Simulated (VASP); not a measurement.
Input for VASP

POSCAR:
```
LaP
1
    3.6473872127    -0.0000000000    -0.0000000000
   -0.0000000000     3.6473872127    -0.0000000000
    0.0000000000    -0.0000000000     3.6473872127
La P
1 1
Direct
  0.0000000000   0.0000000000   0.0000000000
  0.5000000000   0.5000000000   0.5000000000
```

File KPOINTS:
```
Automatic mesh
0
Gamma
9 9 9
0 0 0
```

INCAR:
```
SYSTEM = LaP
PREC = Accurate; ENCUT = 400; LREAL = .FALSE.
LASPH = .TRUE.
EDIFF = 1E-6; NELM = 100; ALGO = Normal
LMAXMIX = 6; LMIXTAU = .TRUE.
ISMEAR = 1; SIGMA = 0.1
METAGGA = R2SCAN
IBRION = 2; NSW = 60; ISIF = 3
EDIFFG = -0.01
LWAVE = .FALSE.; LCHARG = .FALSE.
```

POTCAR, in this order: La P (PBE.64 set). Program: vasp_std.

Task: Write an equivalent input for Ansatz.

Result: One equivalent input (not run):
Ansatz 0.2 input:
```yaml
crystal:
  lattice:
    - [3.6473872, 0.0000000, 0.0000000]
    - [0.0000000, 3.6473872, 0.0000000]
    - [0.0000000, 0.0000000, 3.6473872]
  atoms:
    - { symbol: La, position: [0.0000000, 0.0000000, 0.0000000] }
    - { symbol: P, position: [0.5000000, 0.5000000, 0.5000000] }
kpoints:
  mp_grid: { grid: [9, 9, 9] }
hamiltonian:
  xc: r2scan
  pseudopotentials: { kind: paw }
scf:
  occupations: { method: methfessel_paxton, width: 0.1 }
  max_iter: 100
relax:
  max_steps: 60
  f_tol: 0.01
  cell: {}
output: { forces: true, stress: true, eigenvalues: true }
```
What does not carry over: each code has its own PAW files, so the cut-off isn't converted (ENCUT is set for VASP's; basis.ecutwfc is left out, and Ansatz then takes the one that its files recommend); Ansatz stops its SCF on the density residual and VASP on the energy change (EDIFF).

The structure was generated: LaP was put into the CsCl type (Pm-3m), which need not be its known phase. It was relaxed first, which changed the volume by +9 %. The start is the result of an earlier pass.
